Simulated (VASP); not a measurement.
An input for Quantum ESPRESSO's pw.x (written as the equivalent of a VASP run, and not itself run):

```
&CONTROL
  calculation = 'vc-relax'
  pseudo_dir = './pseudo'
  outdir = './out'
  tprnfor = .true.
  tstress = .true.
  nstep = 60
  forc_conv_thr = 0.00078
/
&SYSTEM
  ibrav = 0
  nat = 4
  ntyp = 2
  ecutwfc = 84
  occupations = 'smearing'
  smearing = 'gaussian'
  degauss = 0.003675
  input_dft = 'vdw-df2-b86r'
/
&ELECTRONS
  conv_thr = 7.3e-08
  electron_maxstep = 100
/
&IONS
/
&CELL
/
ATOMIC_SPECIES
  Mg 24.305 Mg.upf
  Te 127.600 Te.upf
CELL_PARAMETERS angstrom
     2.2842598   -3.9564544    0.0000000
     2.2842598    3.9564544    0.0000000
    -0.0000000    0.0000000    7.4183071
ATOMIC_POSITIONS crystal
  Mg   0.6666670  0.3333330  0.4998116
  Mg   0.3333330  0.6666670  0.9998116
  Te   0.6666670  0.3333330  0.8761884
  Te   0.3333330  0.6666670  0.3761884
K_POINTS automatic
  5 5 3 0 0 0
```

Write the VASP files for the same calculation (rev-vdW-DF2).

One answer among several that fit: 
File KPOINTS:
```
Regular mesh
0
Gamma
5 5 3
```

POSCAR:
```
MgTe
1
    2.2842597826    -3.9564544190     0.0000000000
    2.2842597826     3.9564544190     0.0000000000
   -0.0000000000     0.0000000000     7.4183070625
Mg Te
2 2
Direct
  0.6666670000   0.3333330000   0.4998115714
  0.3333330000   0.6666670000   0.9998115714
  0.6666670000   0.3333330000   0.8761884286
  0.3333330000   0.6666670000   0.3761884286
```

**INCAR**
```
SYSTEM = MgTe
PREC = Accurate; ENCUT = 520; LREAL = F
LASPH = T
EDIFF = 1E-6; NELM = 100; ALGO = Normal
LMAXMIX = 4
ISMEAR = 0; SIGMA = 0.05
GGA = MK; LUSE_VDW = T; AGGAC = 0.0
PARAM1 = 0.1234568; PARAM2 = 0.7114; ZAB_VDW = -1.8867
IBRION = 2; NSW = 60; ISIF = 3
EDIFFG = -0.02
LWAVE = F; LCHARG = F
```

POTCAR, in this order: Mg Te (PBE.64 set). Program: vasp_std.

The two are equivalent in intent, not identical: the potentials are each code's own (VASP's PAW set, PseudoDojo norm-conserving files in pw.x), so ENCUT and ecutwfc are chosen apart and not converted; conv_thr bounds pw.x's estimated SCF error, while EDIFF bounds the energy change between steps; forc_conv_thr acts on force components and is met together with etot_conv_thr.

The compound is MgTe in the wurtzite structure. This run relaxes it. Symmetry was kept, so distortions that lower it aren't found. The start is the result of an earlier pass.
